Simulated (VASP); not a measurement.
A VASP calculation is set up with these files.

**KPOINTS**
```
Automatic mesh
0
Gamma
7 7 4
0 0 0
```

INCAR:
```
EDIFF=1E-6   ! SCF stop (eV)
ISIF=3
GGA=PS   ! PBEsol
ALGO=Normal   ! blocked Davidson
LREAL=F
EDIFFG=-0.02
SIGMA=0.05   ! width (eV)
ENCUT=500
LASPH=T   ! aspherical one-centre terms
LMAXMIX=4
PSTRESS=50
LCHARG=F
NELM=100
PREC=Accurate
NSW=40
LWAVE=F
SYSTEM=CdS
ISMEAR=0   ! Gaussian
IBRION=2   ! conjugate gradients
```

**POSCAR**
```
CdS
1.0
  3.7404096404   0.0000000000   0.0000000000
 -1.8702048202   3.2392899058   0.0000000000
  0.0000000000   0.0000000000   6.2899700768
Cd S
2 2
direct
  0.0000000000   0.0000000000   1.0000000000
  0.0000000000   0.0000000000   0.5000000000
  0.3333330000   0.6666670000   0.2500000000
  0.6666670000   0.3333330000   0.7500000000
```

POTCAR, in this order: Cd S (PBE.64 set). Program: vasp_std.

Translate this PBEsol calculation to Ansatz.

One equivalent input (not run):
Ansatz 0.2 input:
```yaml
crystal:
  lattice:
    - [3.7404096, 0.0000000, 0.0000000]
    - [-1.8702048, 3.2392899, 0.0000000]
    - [0.0000000, 0.0000000, 6.2899701]
  atoms:
    - { symbol: Cd, position: [0.0000000, 0.0000000, 1.0000000] }
    - { symbol: Cd, position: [0.0000000, 0.0000000, 0.5000000] }
    - { symbol: S, position: [0.3333330, 0.6666670, 0.2500000] }
    - { symbol: S, position: [0.6666670, 0.3333330, 0.7500000] }
kpoints:
  mp_grid: { grid: [7, 7, 4] }
hamiltonian:
  xc: pbesol
  pseudopotentials: { kind: paw }
scf:
  occupations: { method: gaussian, width: 0.05 }
  max_iter: 100
relax:
  max_steps: 40
  f_tol: 0.02
  cell: { p_target: 5 }
output: { forces: true, stress: true, eigenvalues: true }
```
The two are equivalent in intent, not identical: each code has its own PAW files, so the cut-off isn't converted (ENCUT is set for VASP's; basis.ecutwfc is left out, and Ansatz then takes the one that its files recommend); Ansatz stops its SCF on the density residual and VASP on the energy change (EDIFF).

The structure was generated: CdS was put into the NiAs type type (P6_3/mmc), which need not be its known phase. It was relaxed first under an external pressure of 5 GPa.
